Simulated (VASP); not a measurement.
# MgS (Niningerite): from the relaxed cell to its vibrations

What lattice, stiffness and vibrations does MgS (Niningerite) have at one level of theory? The starting structure is a measured crystal structure from the Crystallography Open Database. All runs use LDA.

Program: VASP 6.6.1. Level of theory: Kohn-Sham DFT with plane waves and PAW; LDA. Results are calculated unless marked as measured.

## (1) Starting point

Symmetry: Fm-3m, No. 225, cubic system. The conventional cell has a = 5.203 Å, b = 5.203 Å, c = 5.203 Å, α = 90.00°, β = 90.00°, γ = 90.00°. S has 6 Mg at 2.60 Å nearest. Nearest to Mg lie 6 S at 2.60 Å. Farther neighbours and most contacts between anions are not listed.

As a file:

```xyz
2
Lattice="0.0000 2.6016 2.6016 2.6016 0.0000 2.6016 2.6016 2.6016 0.0000" Properties=species:S:1:pos:R:3 pbc="T T T"
S     2.6016    2.6016    2.6016
Mg    0.0000    0.0000    0.0000
```

## (2) Relaxation

This run starts from the cell of an earlier relaxation, which isn't shown; the restart sets up the plane waves anew.

INCAR

```
SYSTEM = MgS
PREC = Accurate
ENCUT = 500
EDIFF = 1E-07
NELM = 100
ISMEAR = 0
SIGMA = 0.03
LREAL = .FALSE.
ALGO = Normal
GGA = CA
NBANDS = 10
LORBIT = 11
LWAVE = .FALSE.
LCHARG = .FALSE.
KPAR = 4
IBRION = 2
NSW = 50
ISIF = 3
EDIFFG = -0.002
```

POSCAR

```
MgS
1.0
    0.0000000000      2.5585511028      2.5585511028
    2.5585511028      0.0000000000      2.5585511028
    2.5585511028      2.5585511028      0.0000000000
S Mg
1 1
Direct
    0.5000000000      0.5000000000      0.5000000000
    0.0000000000      0.0000000000      0.0000000000
```

KPOINTS

```
Automatic mesh
0
Gamma
8 8 8
0 0 0
```

Potentials, in the order of the species: S and Mg (LDA family, release 64).

Run with:

```sh
mpirun -np 4 vasp_std
```

Output:

```text
[banner, memory and clock lines left out]
running    4 mpi-ranks, on    1 nodes
 distrk:  each k-point on    1 cores,    4 groups
 distr:  one band on    1 cores,    1 groups

 POSCAR found type information on POSCAR S Mg
 POSCAR found :  2 types and       2 ions
 LDA part: xc-table for (Slater(with rela. corr.)+CA(PZ))
 , standard interpolation
 POSCAR, INCAR and KPOINTS ok, starting setup
 FFT: planning ... GRIDC
 FFT: planning ... GRID_SOFT
 FFT: planning ... GRID
 WAVECAR not read
 entering main loop
       N       E                     dE             d eps       ncg     rms          rms(c)
DAV:   1     0.190422247851E+02    0.19042E+02   -0.37336E+03   604   0.640E+02
DAV:   2    -0.887442433337E+01   -0.27917E+02   -0.26269E+02   748   0.103E+02
DAV:   3    -0.100071688939E+02   -0.11327E+01   -0.11304E+01   718   0.222E+01
DAV:   4    -0.100142733197E+02   -0.71044E-02   -0.71037E-02   694   0.201E+00
DAV:   5    -0.100143175560E+02   -0.44236E-04   -0.44236E-04   730   0.159E-01    0.464E+00
DAV:   6    -0.964585689012E+01    0.36846E+00   -0.82370E-01   626   0.381E+00    0.359E+00
DAV:   7    -0.959721350250E+01    0.48643E-01   -0.19585E-01   656   0.198E+00    0.219E+00
DAV:   8    -0.959255475362E+01    0.46587E-02   -0.10449E-02   654   0.615E-01    0.784E-01
DAV:   9    -0.959229088914E+01    0.26386E-03   -0.51672E-04   640   0.129E-01    0.330E-01
DAV:  10    -0.959227258861E+01    0.18301E-04   -0.51846E-05   668   0.371E-02    0.116E-01
DAV:  11    -0.959226924787E+01    0.33407E-05   -0.18157E-05   636   0.201E-02    0.150E-02
DAV:  12    -0.959226927795E+01   -0.30083E-07   -0.21202E-07   662   0.348E-03
   1 F= -.95922693E+01 E0= -.95922693E+01  d E =-.959227E+01
 curvature:   0.00 expect dE= 0.000E+00 dE for cont linesearch  0.000E+00
 trial: gam= 0.00000 g(F)=  0.834E-62 g(S)=  0.225E-06 ort = 0.000E+00 (trialstep = 0.100E+01)
 search vector abs. value=  0.225E-06
 reached required accuracy - stopping structural energy minimisation
```

The job ended after 3.6 s (4 MPI ranks of Intel Xeon Platinum 8488C (Sapphire Rapids), shared host; peak memory 0.53 GiB; 7.3 s of CPU time).

The logs omit lines about the potential files and the build; timing stands in the text.

From OUTCAR (step 2):

```text
ion  position               nearest neighbor table
   1  0.500  0.500  0.500-   2 2.56   2 2.56   2 2.56   2 2.56   2 2.56   2 2.56
   2  0.000  0.000  0.000-   1 2.56   1 2.56   1 2.56   1 2.56   1 2.56   1 2.56

  LATTYP: Found a face centered cubic cell.
 ALAT       =     5.1171022056

 Subroutine GETGRP returns: Found 48 space group operations
 (whereof 48 operations were pure point group operations)

The static configuration has the point symmetry O_h .

 Found     29 irreducible k-points:

   k-points           NKPTS =     29   k-points in BZ     NKDIM =     29   number of bands    NBANDS=     10

   dimension x,y,z NGX =    28 NGY =   28 NGZ =   28
   dimension x,y,z NGXF=    56 NGYF=   56 NGZF=   56

   ENCUT  =  500.0 eV  36.75 Ry    6.06 a.u.   6.60  6.60  6.60*2*pi/ulx,y,z

   NELECT =       8.0000    total number of electrons

 k-points in reciprocal lattice and weights: Automatic mesh
   0.00000000  0.00000000  0.00000000       0.002
   0.12500000  0.00000000  0.00000000       0.016
   0.25000000  0.00000000  0.00000000       0.016
   0.37500000  0.00000000  0.00000000       0.016
   0.50000000  0.00000000  0.00000000       0.008
   0.12500000  0.12500000  0.00000000       0.012
   0.25000000  0.12500000  0.00000000       0.047
   0.37500000  0.12500000  0.00000000       0.047
   0.50000000  0.12500000  0.00000000       0.047
[...]
-0.37500000  0.50000000  0.12500000       0.023
  -0.25000000  0.50000000  0.25000000       0.012

 average (electrostatic) potential at core
       1 -86.3092       2 -36.4069

 E-fermi :   4.2388

 k-point     1 :       0.0000    0.0000    0.0000
  band No.  band energies     occupation
      1      -8.8932      2.00000
      2       4.0443      2.00000
      3       4.0443      2.00000
      4       4.0443      2.00000
      5       7.9421      0.00000
      6      11.8446      0.00000
      7      11.8446      0.00000
      8      11.8446      0.00000
      9      14.3606      0.00000
    ...

 k-point     2 :       0.1250    0.0000    0.0000
  band No.  band energies     occupation
      1      -8.7274      2.00000
      2       2.9347      2.00000
      3       3.9308      2.00000
      4       3.9308      2.00000
      5       8.7337      0.00000
      6      11.5661      0.00000
      7      12.1161      0.00000
      8      12.1161      0.00000
      9      13.7170      0.00000
    ...

 k-point     3 :       0.2500    0.0000    0.0000
  band No.  band energies     occupation
      1      -8.2751      2.00000
      2       1.0589      2.00000
      3       3.6855      2.00000
      4       3.6855      2.00000
      5       9.0024      0.00000
      6      11.7676      0.00000
      7      11.7676      0.00000
      8      12.4826      0.00000
      9      14.3010      0.00000
    ...

  Total       -0.0017642     -0.0017642     -0.0017642      0.0000000      0.0000000     -0.0000000
  in kB       -0.0843822     -0.0843822     -0.0843822      0.0000000      0.0000000     -0.0000000
  external PRESSURE =      -0.0843822 kB  Pullay stress =       0.0000000 kB

  energy-cutoff  :      500.00
  volume of cell :       33.50
      direct lattice vectors                 reciprocal lattice vectors
     0.000000000  2.558551103  2.558551103    -0.195423105  0.195423105  0.195423105
     2.558551103  0.000000000  2.558551103     0.195423105 -0.195423105  0.195423105
     2.558551103  2.558551103  0.000000000     0.195423105  0.195423105 -0.195423105

 POSITION                                       TOTAL-FORCE (eV/Angst)
 -----------------------------------------------------------------------------------
      2.55855      2.55855      2.55855        -0.000000      0.000000      0.000000
      0.00000      0.00000      0.00000         0.000000     -0.000000     -0.000000
 -----------------------------------------------------------------------------------
    total drift:                                0.000000      0.000000      0.000000

  FREE ENERGIE OF THE ION-ELECTRON SYSTEM (eV)
  ---------------------------------------------------
  free  energy   TOTEN  =        -9.5922692780 eV

  energy  without entropy=       -9.5922692780  energy(sigma->0) =       -9.59226928

 reached required accuracy - stopping structural energy minimisation

 total charge
# of ion       s       p       d       tot
------------------------------------------
    1        1.313   2.510   0.000   3.824
    2        0.148   0.146   0.046   0.340
--------------------------------------------------
tot          1.461   2.657   0.046   4.164

[... 3 further parts left out ...]
```

The run keeps the 48 symmetry operations of its start, so it cannot find a distortion of lower symmetry.

The relaxed cell holds 16.749 Å³ an atom, with a = 5.117 Å (-1.7 % against the database cell). Pressures at 0.985 and 1.015 times this volume, from two more relaxations that aren't shown, give a bulk modulus of 85.2 GPa.

## (3) Elastic constants

INCAR

```
SYSTEM = MgS
PREC = Accurate
ENCUT = 700
EDIFF = 1E-08
NELM = 100
ISMEAR = 0
SIGMA = 0.03
LREAL = .FALSE.
ALGO = Normal
GGA = CA
NBANDS = 10
LORBIT = 11
LWAVE = .FALSE.
LCHARG = .FALSE.
KPAR = 4
IBRION = 6
NFREE = 2
POTIM = 0.015
ISIF = 3
NSW = 1
```

POSCAR is that of step 2.

KPOINTS is that of step 2.

Run with:

```sh
mpirun -np 4 vasp_std
```

Output:

```text
[... set-up lines as in an earlier step ...]
 entering main loop
       N       E                     dE             d eps       ncg     rms          rms(c)
DAV:   1     0.286342331400E+02    0.28634E+02   -0.44643E+03   580   0.856E+02
DAV:   2    -0.834568452895E+01   -0.36980E+02   -0.35227E+02   754   0.114E+02
DAV:   3    -0.100050037168E+02   -0.16593E+01   -0.16569E+01   732   0.284E+01
DAV:   4    -0.100149406578E+02   -0.99369E-02   -0.99357E-02   702   0.239E+00
[...]
DAV:  12    -0.959286401474E+01   -0.43251E-07   -0.30830E-07   668   0.421E-03    0.120E-02
DAV:  13    -0.959286399729E+01    0.17448E-07   -0.62634E-08   628   0.134E-03    0.379E-04
DAV:  14    -0.959286399674E+01    0.55223E-09   -0.28885E-09   348   0.282E-04
   1 F= -.95928640E+01 E0= -.95928640E+01  d E =-.350188E-22
[... from here on, the cycles between the ionic steps are left out ...]
   2 F= -.95892355E+01 E0= -.95892355E+01  d E =-.165650E-17
   3 F= -.95885251E+01 E0= -.95885251E+01  d E =-.249373E-22
   4 F= -.95892355E+01 E0= -.95892355E+01  d E =-.169904E-17
   5 F= -.95885251E+01 E0= -.95885251E+01  d E =-.249468E-22
   6 F= -.95892355E+01 E0= -.95892355E+01  d E =-.169918E-17
   7 F= -.95885251E+01 E0= -.95885251E+01  d E =-.249449E-22
   8 F= -.95915164E+01 E0= -.95915164E+01  d E =-.208766E-11
   9 F= -.95915165E+01 E0= -.95915165E+01  d E =-.207426E-11
  10 F= -.95915164E+01 E0= -.95915164E+01  d E =-.208532E-11
  11 F= -.95915164E+01 E0= -.95915164E+01  d E =-.204103E-11
  12 F= -.95915164E+01 E0= -.95915164E+01  d E =-.206748E-11
  13 F= -.95915164E+01 E0= -.95915164E+01  d E =-.208146E-11
  14 F= -.95924859E+01 E0= -.95924859E+01  d E =-.513872E-22
  15 F= -.95924859E+01 E0= -.95924859E+01  d E =-.514341E-22
  16 F= -.95924857E+01 E0= -.95924857E+01  d E =-.514524E-22
  17 F= -.95924857E+01 E0= -.95924857E+01  d E =-.513822E-22
 Finite differences progress:
  Degree of freedom:   8/  8
  Displacement:        2/  2
  Total:              16/ 16
```

Wall time 66 s (4 MPI ranks); peak memory 1.1 GiB; 3.9 min of CPU time.

From OUTCAR (step 3):

```text
  Total        0.0141287      0.0072513      0.0072513      0.0000000      0.0000000      0.0000000
  in kB        0.6757723      0.3468302      0.3468302      0.0000000      0.0000000      0.0000000
  external PRESSURE =       0.4564776 kB  Pullay stress =       0.0000000 kB

 POSITION                                       TOTAL-FORCE (eV/Angst)
 -----------------------------------------------------------------------------------
      2.55855      2.55855      2.55855        -0.050482      0.000000      0.000000
     -0.01500      0.00000      0.00000         0.050482      0.000000      0.000000
 -----------------------------------------------------------------------------------
    total drift:                                0.000027     -0.000000     -0.000000

  FREE ENERGIE OF THE ION-ELECTRON SYSTEM (eV)
  ---------------------------------------------------
  free  energy   TOTEN  =        -9.5924856644 eV

  energy  without entropy=       -9.5924856644  energy(sigma->0) =       -9.59248566

[... 1 part as in an earlier step ...]

[... 2 further parts left out ...]
[key lines of the parts left out:]
E-fermi :   4.2384
```

The last energy, forces and stress in OUTCAR belong to the last displaced cell, not to that of POSCAR.

The elastic tensor has C11 = 169.4, C12 = 43.3, C44 = 57.4 GPa; its Hill averages are a bulk modulus of 85.3 and a shear modulus of 59.6 GPa.

## (4) Modes of the relaxed cell

INCAR

```
SYSTEM = MgS
PREC = Accurate
ENCUT = 500
EDIFF = 1E-08
NELM = 100
ISMEAR = 0
SIGMA = 0.03
LREAL = .FALSE.
ALGO = Normal
GGA = CA
NBANDS = 10
LORBIT = 11
LWAVE = .FALSE.
LCHARG = .FALSE.
KPAR = 4
IBRION = 8
LEPSILON = .TRUE.
LPEAD = .TRUE.
ISIF = 2
```

POSCAR is that of step 3.

KPOINTS

```
Automatic mesh
0
Gamma
14 14 14
0 0 0
```

Run with:

```sh
mpirun -np 4 vasp_std
```

Output:

```text
[... set-up lines as in an earlier step ...]
 entering main loop
       N       E                     dE             d eps       ncg     rms          rms(c)
DAV:   1     0.198408906344E+02    0.19841E+02   -0.36617E+03  2162   0.638E+02
DAV:   2    -0.880782017674E+01   -0.28649E+02   -0.26611E+02  2724   0.102E+02
DAV:   3    -0.100075924226E+02   -0.11998E+01   -0.11983E+01  2546   0.232E+01
DAV:   4    -0.100143974444E+02   -0.68050E-02   -0.68043E-02  2532   0.205E+00
[...]
DAV:  12    -0.959258777240E+01   -0.50010E-07   -0.34526E-07  2444   0.439E-03    0.121E-02
DAV:  13    -0.959258775636E+01    0.16042E-07   -0.53313E-08  2266   0.125E-03    0.308E-04
DAV:  14    -0.959258775563E+01    0.72851E-09   -0.37127E-09  1208   0.304E-04
   1 F= -.95925878E+01 E0= -.95925878E+01  d E =-.373650E-13
 Linear response reoptimize wavefunctions to high precision
DAV:   1    -0.959258775562E+01    0.10346E-10   -0.32441E-10  1346   0.145E-04
 Linear response to external field (no local field effect), progress :
  Direction:   1
[...]
RMM:  13    -0.105136019128E+00    0.13909E-08   -0.22982E-08  7798   0.223E-05    0.164E-06
 first order change of Fermi-energy   0.13088E+00
 force on displaced ion       1 direction 1 :  -3.355   0.000   0.000
 Born effective charge ion    1 direction 1 :  -2.282   0.000   0.000
 Linear response progress:
  Degree of freedom:   2/  2
       N       E                     dE             d eps       ncg     rms          rms(c)
RMM:   1    -0.216716348953E-02   -0.21672E-02   -0.21644E-03  9234   0.394E-01
RMM:   2    -0.195438608347E-02    0.21278E-03   -0.18670E-04  7629   0.922E-02    0.517E-02
RMM:   3    -0.191617017587E-02    0.38216E-04   -0.34000E-05  7957   0.291E-02    0.286E-02
RMM:   4    -0.192095046208E-02   -0.47803E-05   -0.14408E-05  8006   0.193E-02    0.819E-03
[...]
RMM:   8    -0.191915388852E-02   -0.21668E-07   -0.67464E-10  8346   0.128E-04    0.163E-05
RMM:   9    -0.191917222169E-02   -0.18333E-07   -0.90731E-11  8629   0.264E-05    0.329E-06
RMM:  10    -0.191917660481E-02   -0.43831E-08   -0.19702E-10  8559   0.621E-06    0.911E-07
 first order change of Fermi-energy  -0.13028E+00
 force on displaced ion       2 direction 1 :  -3.359   0.000   0.000
 Born effective charge ion    2 direction 1 :   2.281   0.000   0.000
 Born effective charges drift removed
 Linear response finished
```

It took 81 s on 4 MPI ranks; peak memory 1.9 GiB.

Parts of OUTCAR (step 4):

```text
  Total       -0.0007084     -0.0007084     -0.0007084      0.0000000      0.0000000      0.0000000
  in kB       -0.0338832     -0.0338832     -0.0338832      0.0000000      0.0000000      0.0000000
  external PRESSURE =      -0.0338832 kB  Pullay stress =       0.0000000 kB

 POSITION                                       TOTAL-FORCE (eV/Angst)
 -----------------------------------------------------------------------------------
      2.55855      2.55855      2.55855        -0.000000     -0.000000      0.000000
      0.00000      0.00000      0.00000         0.000000      0.000000      0.000000
 -----------------------------------------------------------------------------------
    total drift:                                0.000000      0.000000      0.000000

 MACROSCOPIC STATIC DIELECTRIC TENSOR (including local field effects in DFT)
 ------------------------------------------------------
           5.530737    -0.000000     0.000000
          -0.000000     5.530737     0.000000
          -0.000000    -0.000000     5.530737
 ------------------------------------------------------

 MACROSCOPIC STATIC DIELECTRIC TENSOR IONIC CONTRIBUTION
 ------------------------------------------------------
           8.376567    -0.000000     0.000000
          -0.000000     8.376567     0.000000
           0.000000     0.000000     8.376567
 ------------------------------------------------------

[... 1 part as in an earlier step ...]

[... 1 further part left out ...]
```

The zone-centre modes at 16.749 Å³ an atom are T1u 257.0 cm⁻¹.

## (5) Modes at 0.97 of that volume

Shape and positions were first relaxed at this volume, in a run that isn't shown.

INCAR is that of step 4.

POSCAR

```
MgS
1.0
    0.0000000000      2.5327053852      2.5327053852
    2.5327053852      0.0000000000      2.5327053852
    2.5327053852      2.5327053852      0.0000000000
S Mg
1 1
Direct
    0.5000000000      0.5000000000      0.5000000000
    0.0000000000      0.0000000000      0.0000000000
```

KPOINTS is that of step 4.

Run with:

```sh
mpirun -np 4 vasp_std
```

Output:

```text
[... set-up lines as in an earlier step ...]
 entering main loop
       N       E                     dE             d eps       ncg     rms          rms(c)
DAV:   1     0.186867360647E+02    0.18687E+02   -0.36396E+03  2192   0.638E+02
DAV:   2    -0.884352570561E+01   -0.27530E+02   -0.25689E+02  2662   0.102E+02
DAV:   3    -0.999224937879E+01   -0.11487E+01   -0.11467E+01  2570   0.223E+01
DAV:   4    -0.999842531404E+01   -0.61759E-02   -0.61753E-02  2508   0.192E+00
[...]
DAV:  12    -0.958388171402E+01   -0.40413E-07   -0.26474E-07  2470   0.386E-03    0.111E-02
DAV:  13    -0.958388169925E+01    0.14772E-07   -0.51752E-08  2252   0.121E-03    0.277E-04
DAV:  14    -0.958388169885E+01    0.40450E-09   -0.24421E-09  1202   0.264E-04
   1 F= -.95838817E+01 E0= -.95838817E+01  d E =-.706553E-18
 Linear response reoptimize wavefunctions to high precision
DAV:   1    -0.958388169883E+01    0.20236E-10   -0.21775E-10  1326   0.119E-04
 Linear response to external field (no local field effect), progress :
  Direction:   1
[...]
RMM:  13    -0.105033052343E+00    0.56700E-08   -0.55797E-08  8916   0.257E-05    0.352E-06
 first order change of Fermi-energy   0.35808E+00
 force on displaced ion       1 direction 1 :  -3.946   0.000   0.000
 Born effective charge ion    1 direction 1 :  -2.253   0.000   0.000
 Linear response progress:
  Degree of freedom:   2/  2
       N       E                     dE             d eps       ncg     rms          rms(c)
RMM:   1    -0.224354317421E-02   -0.22435E-02   -0.23185E-03  9331   0.402E-01
RMM:   2    -0.200951535452E-02    0.23403E-03   -0.19856E-04  7661   0.945E-02    0.527E-02
RMM:   3    -0.196885527430E-02    0.40660E-04   -0.36784E-05  7977   0.304E-02    0.290E-02
RMM:   4    -0.197491159732E-02   -0.60563E-05   -0.15213E-05  8024   0.199E-02    0.842E-03
[...]
RMM:   8    -0.197404182781E-02   -0.17581E-07   -0.62679E-10  8374   0.125E-04    0.154E-05
RMM:   9    -0.197405931396E-02   -0.17486E-07   -0.64429E-11  8624   0.258E-05    0.329E-06
RMM:  10    -0.197406378432E-02   -0.44704E-08   -0.10485E-10  8565   0.665E-06    0.888E-07
 first order change of Fermi-energy  -0.33949E+00
 force on displaced ion       2 direction 1 :  -3.946   0.000   0.000
 Born effective charge ion    2 direction 1 :   2.253   0.000   0.000
 Born effective charges drift removed
 Linear response finished
```

Wall time 78 s (4 MPI ranks); peak memory 1.9 GiB; 5.1 min of CPU time.

(Part 1 of 2 ends here.)

[Lines on the potential files, build, host, timing and source positions are cut from VASP's logs without a mark.]

[Logs are printed without paths, hosts, clocks, repeated set-up lines and the standing remarks that a program may print on its own settings, such as how far it seeks lower states.]

[Hosts, paths, dates, database ids (printed as entryN), source tags and the programs' standing remarks are cut or masked in the printed files.]
